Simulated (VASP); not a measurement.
OSZICAR of a VASP run on W (bcc):

### OSZICAR
```
       N       E                     dE             d eps       ncg     rms          rms(c)
DAV:   1     0.627256835193E+02    0.62726E+02   -0.68206E+03  2323   0.122E+03
DAV:   2    -0.123297632506E+02   -0.75055E+02   -0.72462E+02  2477   0.290E+02
DAV:   3    -0.135800212502E+02   -0.12503E+01   -0.12398E+01  2613   0.381E+01
DAV:   4    -0.135861489742E+02   -0.61277E-02   -0.61275E-02  2458   0.292E+00
DAV:   5    -0.135862000643E+02   -0.51090E-04   -0.51092E-04  2596   0.265E-01    0.202E+01
DAV:   6    -0.130848989397E+02    0.50130E+00   -0.59895E-01  2432   0.103E+01    0.793E+00
DAV:   7    -0.129518064600E+02    0.13309E+00   -0.31883E-01  2504   0.703E+00    0.696E-01
DAV:   8    -0.129471070489E+02    0.46994E-02   -0.35307E-03  2348   0.851E-01    0.103E-01
DAV:   9    -0.129471265125E+02   -0.19464E-04   -0.67787E-05  2617   0.104E-01    0.568E-02
DAV:  10    -0.129471241577E+02    0.23548E-05   -0.11149E-05  2477   0.489E-02    0.143E-02
DAV:  11    -0.129471247841E+02   -0.62640E-06   -0.20774E-07  1335   0.518E-03
   1 F= -.12947125E+02 E0= -.12947170E+02  d E =-.129471E+02
       N       E                     dE             d eps       ncg     rms          rms(c)
DAV:   1    -0.129511672939E+02   -0.40431E-02   -0.10047E-01  2348   0.502E+00    0.826E-01
DAV:   2    -0.129474541392E+02    0.37132E-02   -0.55780E-03  2333   0.101E+00    0.187E-01
DAV:   3    -0.129468412128E+02    0.61293E-03   -0.16938E-03  2387   0.542E-01    0.144E-01
DAV:   4    -0.129468408220E+02    0.39073E-06   -0.44720E-05  2354   0.883E-02    0.134E-02
DAV:   5    -0.129468404973E+02    0.32472E-06   -0.15808E-06  1771   0.161E-02
   2 F= -.12946840E+02 E0= -.12946905E+02  d E =0.284287E-03
       N       E                     dE             d eps       ncg     rms          rms(c)
DAV:   1    -0.129498094300E+02   -0.29686E-02   -0.62204E-02  2348   0.394E+00    0.658E-01
DAV:   2    -0.129475289358E+02    0.22805E-02   -0.33563E-03  2333   0.790E-01    0.150E-01
DAV:   3    -0.129471373029E+02    0.39163E-03   -0.11037E-03  2390   0.439E-01    0.119E-01
DAV:   4    -0.129471486936E+02   -0.11391E-04   -0.24541E-05  2356   0.659E-02    0.151E-02
DAV:   5    -0.129471480722E+02    0.62147E-06   -0.26024E-06  2357   0.211E-02
   3 F= -.12947148E+02 E0= -.12947198E+02  d E =-.232880E-04
```

Problem. Which electronic solver shows in the log?

Solution. It is blocked Davidson (ALGO = Normal, or the opening steps of other solvers). The INCAR had ALGO = Normal.

Problem. Can the final energy be trusted as converged?

Solution. The run converged. It stopped with EDIFF = 1E-6, NELM = 100, NSW = 60 and EDIFFG = -0.01 after 3 ionic steps (PBE GGA, plane waves, VASP's PBE PAW potentials (set 64)).

The compound is W in the bcc structure. This run relaxes it. Symmetry was kept, so distortions that lower it aren't found. The start is the result of an earlier pass.
